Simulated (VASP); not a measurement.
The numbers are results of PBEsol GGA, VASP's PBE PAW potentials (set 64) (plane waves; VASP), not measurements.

VASP input:

### INCAR
```
SYSTEM = Ga3As4B
PREC = Accurate; ENCUT = 520; LREAL = .FALSE.
LASPH = .TRUE.
EDIFF = 1E-7; NELM = 100; ALGO = Normal
LMAXMIX = 4
ISMEAR = -5
GGA = PS
ISIF = 2
LWAVE = .FALSE.; LCHARG = .TRUE.; LORBIT = 11
NEDOS = 601
LEFG = .TRUE.
```

**KPOINTS**
```
Automatic mesh
0
gamma
  4 4 8
```

**POSCAR**
```
Ga3As4B
1
   -0.0047255269     5.4442115978     5.4716923251
    5.4442115978    -0.0047255269     5.4716923251
    2.7197430355     2.7197430355     0.0000000000
Ga As B
3 4 1
Direct
  0.9988495594   0.9988495594   0.0023008812
  0.0001161662   0.5012367931   0.9986470407
  0.5012367931   0.0001161662   0.9986470407
  0.1248779253   0.1248779253   0.2502441493
  0.1576722541   0.6133124724   0.2290152735
  0.6133124724   0.1576722541   0.2290152735
  0.6066407872   0.6066407872   0.2867184256
  0.4972940423   0.4972940423   0.0054119155
```

POTCAR, in this order: Ga_d As B (PBE.64 set). Program: vasp_std.

Output of the run:

File OSZICAR:
```
       N       E                     dE             d eps       ncg     rms          rms(c)
DAV:   1     0.514705250235E+03    0.51471E+03   -0.28371E+04  2540   0.224E+03
DAV:   2     0.415359316808E+02   -0.47317E+03   -0.46031E+03  2649   0.563E+02
DAV:   3    -0.345988071571E+02   -0.76135E+02   -0.72830E+02  2918   0.163E+02
DAV:   4    -0.391130045189E+02   -0.45142E+01   -0.44684E+01  3066   0.392E+01
DAV:   5    -0.392360845625E+02   -0.12308E+00   -0.12251E+00  2970   0.620E+00    0.638E+00
DAV:   6    -0.385221772012E+02    0.71391E+00   -0.13348E+00  3449   0.140E+01    0.358E+00
DAV:   7    -0.383769125903E+02    0.14526E+00   -0.59225E-01  2837   0.414E+00    0.123E+00
DAV:   8    -0.383719251608E+02    0.49874E-02   -0.96287E-02  3092   0.271E+00    0.446E-01
DAV:   9    -0.383721426419E+02   -0.21748E-03   -0.76779E-03  3024   0.152E+00    0.198E-01
DAV:  10    -0.383723670966E+02   -0.22445E-03   -0.25246E-03  3016   0.578E-01    0.527E-02
DAV:  11    -0.383724561201E+02   -0.89023E-04   -0.41844E-04  2894   0.318E-01    0.250E-02
DAV:  12    -0.383724894244E+02   -0.33304E-04   -0.11336E-04  3002   0.119E-01    0.126E-02
DAV:  13    -0.383724936637E+02   -0.42393E-05   -0.24942E-05  2792   0.932E-02    0.512E-03
DAV:  14    -0.383724944739E+02   -0.81018E-06   -0.84982E-06  3149   0.461E-02    0.171E-03
DAV:  15    -0.383724948029E+02   -0.32903E-06   -0.31610E-06  3282   0.170E-02    0.152E-03
DAV:  16    -0.383724948229E+02   -0.19984E-07   -0.29704E-07  1930   0.871E-03
   1 F= -.38372495E+02 E0= -.38372495E+02  d E =0.000000E+00
```

**OUTCAR**
```
------------------------ aborting loop because EDIFF is reached ----------------------------------------
  FORCE on cell =-STRESS in cart. coord.  units (eV):
  Direction    XX          YY          ZZ          XY          YZ          ZX
  --------------------------------------------------------------------------------------
  Total       -0.0680590     -0.0680590      0.0827258     -0.0328591     -0.0000000     -0.0000000
  in kB       -0.6723642     -0.6723642      0.8172600     -0.3246195     -0.0000000     -0.0000000
  external PRESSURE =      -0.1758228 kB  Pullay stress =       0.0000000 kB
  volume of cell :      162.18
      direct lattice vectors                 reciprocal lattice vectors
    -0.004725527  5.444211598  5.471692325    -0.091761015  0.091761015  0.091379407
     5.444211598 -0.004725527  5.471692325     0.091761015 -0.091761015  0.091379407
     2.719743036  2.719743036  0.000000000     0.183840897  0.183840897 -0.182758814
 POSITION                                       TOTAL-FORCE (eV/Angst)
 -----------------------------------------------------------------------------------
      5.43949      5.43949     10.93079         0.000000      0.000000     -0.027595
      5.44490      2.71433      2.74325        -0.001986      0.001986     -0.013498
      2.71433      5.44490      2.74325         0.001986     -0.001986     -0.013498
      1.35987      1.35987      1.36659        -0.000000     -0.000000      0.006146
      3.96112      1.47837      4.21859         0.004019     -0.004019      0.011669
      1.47837      3.96112      4.21859        -0.004019      0.004019      0.011669
      4.07961      4.07961      6.63870        -0.000000     -0.000000      0.021710
      2.71974      2.71974      5.44208        -0.000000     -0.000000      0.003397
 -----------------------------------------------------------------------------------
    total drift:                                0.000004      0.000004      0.000155
  FREE ENERGIE OF THE ION-ELECTRON SYSTEM (eV)
  ---------------------------------------------------
  free  energy   TOTEN  =       -38.3724948229 eV

  energy  without entropy=      -38.3724948229  energy(sigma->0) =      -38.37249482

 total charge

# of ion       s       p       d       tot
------------------------------------------
    1        0.887   0.873  10.005  11.765
    2        0.887   0.844   9.997  11.728
    3        0.887   0.844   9.997  11.728
    4        1.207   1.671   0.041   2.919
    5        1.203   1.602   0.042   2.846
    6        1.203   1.602   0.042   2.846
    7        1.209   1.511   0.037   2.757
    8        0.643   0.948   0.000   1.591
--------------------------------------------------
tot          8.124   9.895  30.162  48.181

 Electric field gradients after diagonalization (V/A^2)
 (convention: |V_zz| > |V_xx| > |V_yy|)
----------------------------------------------------------------------
 ion       V_xx      V_yy      V_zz     asymmetry (V_yy - V_xx)/ V_zz
----------------------------------------------------------------------
   1      13.656     6.216   -19.872       0.374
   2       9.119     8.639   -17.758       0.027
   3       9.119     8.639   -17.758       0.027
   4      -2.947    -2.538     5.485       0.075
   5     -33.250   -25.820    59.070       0.126
   6     -33.250   -25.820    59.070       0.126
   7      59.293    15.547   -74.841       0.585
   8       3.153     0.573    -3.726       0.693
```
(Selected blocks of OUTCAR.)

The structure was generated: Ga3As4B was put into an ordered model structure (Amm2), which need not be its known phase. It was relaxed first.
